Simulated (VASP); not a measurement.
Crystal: Rh.

```xyz
1
Lattice="-1.5110 1.5110 1.5110 1.5110 -1.5110 1.5110 1.5110 1.5110 -1.5110" Properties=species:S:1:pos:R:3 pbc="T T T"
Rh    0.0000    0.0000    0.0000
```

This isn't the form of Rh at room conditions, which is fcc.

- Program: VASP 6.6.1
- Task: relaxation of cell and atoms
- Functional: LDA
- Potentials or basis: VASP PAW LDA potentials, release 64 (Rh_pv)
- Cutoff: 600 eV
- k mesh: 20 × 20 × 20
- Occupations: gaussian, width 0.1 eV
- Spin: no spin polarisation

At the start: pressure -3.7 GPa; volume 13.80 Å³/atom.

How do energy, volume and symmetry change on relaxing?

Over 3 steps the energy falls by 2.1 meV/atom and the volume is 13.62 Å³/atom (-1.3 %); space group Im-3m (No. 229, to 0.05 Å).

Step by step:
```csv
step,energy change (eV),largest force (eV/Å),pressure (GPa),volume (Å³)
1,0.0000,0.0000,-3.74,13.80
2,0.0124,0.0000,10.70,13.17
3,-0.0021,0.0000,-0.04,13.62
```

Final structure:
```
Rh
1.0
    -1.50445    1.50445    1.50445
     1.50445   -1.50445    1.50445
     1.50445    1.50445   -1.50445
Rh
1
Cartesian
  0.0000 0.0000 0.0000
```
